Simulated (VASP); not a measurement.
# RbMg6Zn (Amm2) in VASP: reference runs

Aim: a first look at RbMg6Zn with PBE, on the cell as given and on a disturbed one.

Program: VASP 6.6.1. These are calculated values, not measurements. Logs are shortened: lines on timing, memory, paths and dates and some standing lists are left out, and cuts for length are marked.

### 1 The structure

It takes space group Amm2 (No. 38, orthorhombic). The conventional cell has a = 5.218 Å, b = 7.041 Å, c = 11.737 Å, α = 90.00°, β = 90.00°, γ = 90.00°. Around Rb (site symmetry mm2) lie 10 Mg at 3.37 to 3.52 Å and 2 Zn at 3.43 Å. Zn (site symmetry mm2) has 6 Mg at 2.90 to 3.19 Å as nearest neighbours. Around Mg (site symmetry mm2) lie 10 Mg at 3.22 to 3.50 Å and 2 Rb at 3.52 Å. Mg (site symmetry m) is surrounded by 7 Mg at 3.16 to 3.50 Å and 2 Zn at 3.19 Å and 2 Rb at 3.37 to 3.48 Å. Mg (site symmetry mm2) has 10 Mg at 3.29 to 3.47 Å and 2 Zn at 3.53 Å as nearest neighbours. Around Mg (site symmetry m) lie 1 Zn at 2.90 Å and 5 Mg at 3.08 to 3.22 Å.

The cell comes from a database or a generator and needn't be the stable form of this composition.

### 2 Single point, PBE

Contents of INCAR:

```
SYSTEM = RbMg6Zn
  PREC = Accurate
  ENCUT = 520
  EDIFF = 1E-7
  ISMEAR = -1
  SIGMA = 0.05
  LREAL = .FALSE.
  LASPH = .TRUE.
  NELM = 100
  ALGO = Normal
  ISIF = 2
  LWAVE = .FALSE.
  LCHARG = .FALSE.
  GGA = PE
  NBANDS = 26
```

Contents of KPOINTS:

```
Automatic mesh
0
G
  5 5 5
  0 0 0
```

Contents of POSCAR:

```
RbMg6Zn
1.0
    5.2175370000      0.0000000000      0.0000000000
    0.0000000000      3.5205290000      5.8683675000
    0.0000000000     -3.5205290000      5.8683675000
Rb Zn Mg
1 1 6
Direct
    0.5000000000      0.6699030000      0.6699030000
    0.0000000000      0.8593480000      0.8593480000
    0.5000000000      0.1629480000      0.1629480000
    0.5000000000      0.6764730000      0.1584970000
    0.5000000000      0.1584970000      0.6764730000
    0.0000000000      0.3343810000      0.3343810000
    0.0000000000      0.8505310000      0.2879190000
    0.0000000000      0.2879190000      0.8505310000
```

Potentials or basis: VASP PAW PBE potentials, release 64 (Rb_sv, Zn, Mg).

Command:

```console
$ cat potpaw_PBE.64/Rb_sv/POTCAR potpaw_PBE.64/Zn/POTCAR potpaw_PBE.64/Mg/POTCAR > POTCAR
$ mpirun -np 1 vasp_std > vasp.out
```

OUTCAR:

```text
SYSTEM = RbMg6Zn
   PREC = Accurate
   ENCUT = 520
   EDIFF = 1E-7
   ISMEAR = -1
   LREAL = .FALSE.
   LASPH = .TRUE.
   NELM = 100
   ISIF = 2
   GGA = PE

 ion  position               nearest neighbor table
   1  0.500  0.670  0.670-   4 3.37   5 3.37   2 3.43   2 3.43   5 3.48   4 3.48   8 3.48   7 3.48
                             7 3.48   8 3.48   3 3.52   3 3.52   6 4.72   6 4.72
   2  0.000  0.859  0.859-   7 2.90   8 2.90   4 3.19   5 3.19   4 3.19   5 3.19   1 3.43   1 3.43

   3  0.500  0.163  0.163-   7 3.22   8 3.22   7 3.22   8 3.22   6 3.29   6 3.29   4 3.34   5 3.34
                             4 3.50   5 3.50   1 3.52   1 3.52
   4  0.500  0.676  0.158-   7 3.16   7 3.16   2 3.19   2 3.19   6 3.33   6 3.33   3 3.34   1 3.37
                             5 3.39   1 3.48   3 3.50   5 3.65
   5  0.500  0.158  0.676-   8 3.16   8 3.16   2 3.19   2 3.19   6 3.33   6 3.33   3 3.34   1 3.37
                             4 3.39   1 3.48   3 3.50   4 3.65
   6  0.000  0.334  0.334-   3 3.29   3 3.29   5 3.33   4 3.33   4 3.33   5 3.33   7 3.39   8 3.39
                             8 3.47   7 3.47   1 4.72   1 4.72
   7  0.000  0.851  0.288-   2 2.90   8 3.08   4 3.16   4 3.16   3 3.22   3 3.22   6 3.39   6 3.47
                             1 3.48   1 3.48
   8  0.000  0.288  0.851-   2 2.90   7 3.08   5 3.16   5 3.16   3 3.22   3 3.22   6 3.39   6 3.47
                             1 3.48   1 3.48

  LATTYP: Found a base centered orthorhombic cell.
 ALAT       =     7.0410580000
 B/A-ratio  =     1.6668993495
 C/A-ratio  =     0.7410160518

  Lattice vectors:

 A1 = (   0.0000000000,   3.5205290000,  -5.8683675000)
 A2 = (   0.0000000000,   3.5205290000,   5.8683675000)
 A3 = (   5.2175370000,   0.0000000000,   0.0000000000)

Analysis of symmetry for initial positions (statically):
=====================================================================
 Subroutine PRICEL returns:
 Original cell was already a primitive cell.

 Routine SETGRP: Setting up the symmetry group for a
 base centered orthorhombic supercell.

 Subroutine GETGRP returns: Found  4 space group operations
 (whereof  4 operations were pure point group operations)
 out of a pool of  8 trial point group operations.

The static configuration has the point symmetry C_2v.

Analysis of symmetry for dynamics (positions and initial velocities):
=====================================================================
 Subroutine PRICEL returns:
 Original cell was already a primitive cell.

 Routine SETGRP: Setting up the symmetry group for a
 base centered orthorhombic supercell.

 Subroutine GETGRP returns: Found  4 space group operations
 (whereof  4 operations were pure point group operations)
 out of a pool of  8 trial point group operations.

The dynamic configuration has the point symmetry C_2v.

 Subroutine INISYM returns: Found  4 space group operations
 (whereof  4 operations are pure point group operations),
 and found     1 'primitive' translations

----------------------------------------------------------------------------------------

                                     Primitive cell

  volume of cell :     215.5861

  direct lattice vectors                    reciprocal lattice vectors
     5.217537000  0.000000000  0.000000000     0.191661315  0.000000000  0.000000000
     0.000000000  3.520529000  5.868367500     0.000000000  0.142024111  0.085202571
     0.000000000 -3.520529000  5.868367500     0.000000000 -0.142024111  0.085202571

  length of vectors
     5.217537000  6.843380857  6.843380857     0.191661315  0.165621032  0.165621032

  position of ions in fractional coordinates (direct lattice)
     0.500000000  0.669903000  0.669903000
     0.000000000  0.859348000  0.859348000
     0.500000000  0.162948000  0.162948000
     0.500000000  0.676473000  0.158497000
     0.500000000  0.158497000  0.676473000
     0.000000000  0.334381000  0.334381000
     0.000000000  0.850531000  0.287919000
     0.000000000  0.287919000  0.850531000

  ion indices of the primitive-cell ions
   primitive index   ion index
                 1           1
                 2           2
                 3           3
                 4           4
                 5           5
                 6           6
                 7           7
                 8           8

----------------------------------------------------------------------------------------

 KPOINTS: Automatic mesh

Automatic generation of k-mesh.
 Grid dimensions read from file:
 generate k-points for:    5    5    5

 Generating k-lattice:

  Cartesian coordinates                     Fractional coordinates (reciprocal lattice)
     0.038332263  0.000000000  0.000000000     0.200000000  0.000000000  0.000000000
     0.000000000  0.028404822  0.017040514     0.000000000  0.200000000  0.000000000
     0.000000000 -0.028404822  0.017040514     0.000000000  0.000000000  0.200000000

  Length of vectors
     0.038332263  0.033124206  0.033124206

  Shift w.r.t. Gamma in fractional coordinates (k-lattice)
     0.000000000  0.000000000  0.000000000

 Subroutine IBZKPT returns following result:
 ===========================================

 Found     27 irreducible k-points:

 Following reciprocal coordinates:
            Coordinates               Weight
  0.000000  0.000000  0.000000      1.000000
  0.200000  0.000000  0.000000      2.000000
  0.400000  0.000000  0.000000      2.000000
  0.000000  0.200000 -0.000000      4.000000
  0.200000  0.200000 -0.000000      8.000000
  0.400000  0.200000 -0.000000      8.000000
[... 16 lines left out ...]
  0.200000  0.400000  0.400000      4.000000
  0.400000  0.400000  0.400000      4.000000
 [... further k-points ...]
   k-points           NKPTS =     27   k-points in BZ     NKDIM =     27   number of bands    NBANDS=     26
   number of dos      NEDOS =    301   number of ions     NIONS =      8
   total plane-waves  NPLWV = 116640
   dimension x,y,z NGX =    40 NGY =   54 NGZ =   54
   dimension x,y,z NGXF=    80 NGYF=  108 NGZF=  108
   ions per type =               1   1   6
   NGX,Y,Z   is equivalent  to a cutoff of  12.75, 13.12, 13.12 a.u.
   NGXF,Y,Z  is equivalent  to a cutoff of  25.49, 26.24, 26.24 a.u.
 SYSTEM =  RbMg6Zn
   PREC   = accura    normal or accurate (medium, high low for compatibility)
   ISTART =      0    job   : 0-new  1-cont  2-samecut
   ICHARG =      2    charge: 1-file 2-atom 10-const
   ISPIN  =      1    spin polarized calculation?
   LNONCOLLINEAR =      F non collinear calculations
   LSORBIT =      F    spin-orbit coupling
   LASPH  =      T    aspherical Exc in radial PAW
   ENCUT  =  520.0 eV  38.22 Ry    6.18 a.u.   9.70 12.72 12.72*2*pi/ulx,y,z
   NELM   =    100;   NELMIN=  2; NELMDL= -5     # of ELM steps
   EDIFF  = 0.1E-06   stopping-criterion for ELM
   LREAL  =      F    real-space projection
   EDIFFG = 0.1E-05   stopping-criterion for IOM
   NSW    =      0    number of steps for IOM
   IBRION =     -1    ionic relax: 0-MD 1-quasi-New 2-CG
   NFREE  =      0    steps in history (QN), initial steepest desc. (CG)
   ISIF   =      2    stress and relaxation
   ISYM   =      2    0-nonsym 1-usesym 2-fastsym
   POTIM  = 0.5000    time-step for ionic-motion
   TEBEG  =    0.0;   TEEND  =   0.0 temperature during run
   PSTRESS=    0.0 pullay stress
   NELECT =      33.0000    total number of electrons
   NUPDOWN=      -1.0000    fix difference up-down
   EMIN   =  10.00;   EMAX   =-10.00  energy-range for DOS
   EFERMI =   0.00;   METHOD = LEGACY
   ISMEAR =    -1;   SIGMA  =   0.05  broadening in eV -4-tet -1-fermi 0-gaus
   EFERMI_NEDOS =   21; number of points for ismear=-14 and -15
   IALGO  =     38    algorithm
   IMIX   =      4    mixing-type and parameters
     AMIX     =   0.40;   BMIX     =  1.00
     AMIX_MAG =   1.60;   BMIX_MAG =  1.00
  volume/ion in A,a.u.               =      26.95       181.86
  Fermi-wavevector in a.u.,A,eV,Ry     =   0.875735  1.654899 10.434461  0.766911
  Thomas-Fermi vector in A             =   1.995447
   LORBIT       =      0    0 simple, 1 ext, 2 COOP (PROOUT), +10 PAW based schemes
   GGA     = PE    functional components
   LHFCALC =     F    Hartree Fock is set to
   AEXX    =    0.0000 exact exchange contribution
   IVDW    =     0    specifies the selected vdW correction
   LEPSILON=     F    determine dielectric tensor
   LRPA    =     F    only Hartree local field effects (RPA)
 non-spin polarized calculation
  energy-cutoff  :      520.00
  volume of cell :      215.59
 maximum number of plane-waves:      5825
 NGX is ok and might be reduce to    40
   NGX = 19   NGY = 25   NGZ = 25

 number of electron      32.9999998 magnetization

 Free energy of the ion-electron system (eV)
  ---------------------------------------------------
  ext. energy  EPLUGINS =         0.00000000
  ---------------------------------------------------
  free energy    TOTEN  =        -9.33274638 eV

  energy without entropy =       -9.30748873  energy(sigma->0) =       -9.32011755

 E-fermi :   1.9165     XC(G=0):  -8.2703

 val. band max:        1.9162739369   @ k =   0.4000   0.2000   0.2000
 cond. band min:       1.9318652790   @ k =   0.0000   0.0000   0.0000
 fundamental gap:      0.0155913421
 Fermi energy:         1.9165279760

 k-point     1 :       0.0000    0.0000    0.0000
  band No.  band energies     occupation
      1     -25.5975      2.00000
      2      -9.9087      2.00000
      3      -9.8884      2.00000
      4      -9.7842      2.00000
      5      -5.0942      2.00000
      6      -5.0703      2.00000
[... 18 lines left out ...]
     25       4.9383      0.00000
     26       5.1077      0.00000

 k-point     2 :       0.2000    0.0000    0.0000
  band No.  band energies     occupation
      1     -25.5971      2.00000
      2      -9.9047      2.00000
      3      -9.8851      2.00000
      4      -9.8108      2.00000
      5      -5.0909      2.00000
      6      -5.0705      2.00000
[... 18 lines left out ...]
     25       6.5123      0.00000
[... 608 lines left out ...]
     25       5.4348      0.00000
     26       6.1105      0.00000

 k-point    24 :       0.4000    0.4000    0.4000
  band No.  band energies     occupation
      1     -25.5963      2.00000
      2      -9.9110      2.00000
      3      -9.8836      2.00000
      4      -9.8502      2.00000
      5      -5.0820      2.00000
      6      -5.0669      2.00000
[... 18 lines left out ...]
     25       5.7570      0.00000
     26       5.8703      0.00000

 [... further k-points ...]

------------------------ aborting loop because EDIFF is reached ----------------------------------------

  FORCE on cell =-STRESS in cart. coord.  units (eV):
  Direction    XX          YY          ZZ          XY          YZ          ZX
  --------------------------------------------------------------------------------------
  -------------------------------------------------------------------------------------
  Total        0.1994587     -0.6422105      0.2053010      0.0000000      0.0000000      0.0000000
  in kB        1.4823229     -4.7727335      1.5257410      0.0000000      0.0000000      0.0000000
  external PRESSURE =      -0.5882232 kB  Pullay stress =       0.0000000 kB

 VOLUME and BASIS-vectors are now :
 -----------------------------------------------------------------------------
  energy-cutoff  :      520.00
  volume of cell :      215.59
      direct lattice vectors                 reciprocal lattice vectors
     5.217537000  0.000000000  0.000000000     0.191661315  0.000000000  0.000000000
     0.000000000  3.520529000  5.868367500     0.000000000  0.142024111  0.085202571
     0.000000000 -3.520529000  5.868367500     0.000000000 -0.142024111  0.085202571

 POSITION                                       TOTAL-FORCE (eV/Angst)
 -----------------------------------------------------------------------------------
      2.60877      0.00000      7.86247         0.000000      0.000000     -0.011804
      0.00000      0.00000     10.08594         0.000000      0.000000      0.079082
      2.60877      0.00000      1.91248         0.000000      0.000000      0.022812
      2.60877      1.82355      4.89991         0.000000      0.013238     -0.017948
      2.60877     -1.82355      4.89991         0.000000     -0.013238     -0.017948
      0.00000      0.00000      3.92454         0.000000      0.000000     -0.027248
      0.00000      1.98069      6.68084         0.000000      0.054609     -0.013472
      0.00000     -1.98069      6.68084         0.000000     -0.054609     -0.013472
 -----------------------------------------------------------------------------------
    total drift:                               -0.000000      0.000000     -0.000026

  FREE ENERGIE OF THE ION-ELECTRON SYSTEM (eV)
  ---------------------------------------------------
  free  energy   TOTEN  =        -9.3327463769 eV

  energy  without entropy=       -9.3074887259  energy(sigma->0) =       -9.32011755
```

Wall time 2.9 min (1 thread of Intel Xeon Platinum 8375C at 2.90GHz (Ice Lake), shared host); peak memory 0.43 GiB.

What came out:

```yaml
Free_energy: -9.3327 eV
Pressure: -0.1 GPa
Largest_force: 0.079 eV/Å
Band_gap_on_the_k_mesh: none (metal or under the smearing width)
```

Forces in eV/Å, atoms in the order of the input:
```
Rb   0.000  0.000 -0.012
Zn   0.000  0.000  0.079
Mg   0.000  0.000  0.023
Mg   0.000  0.013 -0.018
Mg   0.000 -0.013 -0.018
Mg   0.000  0.000 -0.027
Mg   0.000  0.055 -0.013
Mg   0.000 -0.055 -0.013
```

Levels at points of the mesh, in eV from the Fermi level:
```tsv
k point	band 14	band 15	band 16	band 17	band 18	band 19	band 20	band 21
(0.00, 0.00, 0.00)	-1.37	-1.04	-0.94	-0.86	0.02	1.91	2.04	2.68
```

(Continued in part 2 of 2.)
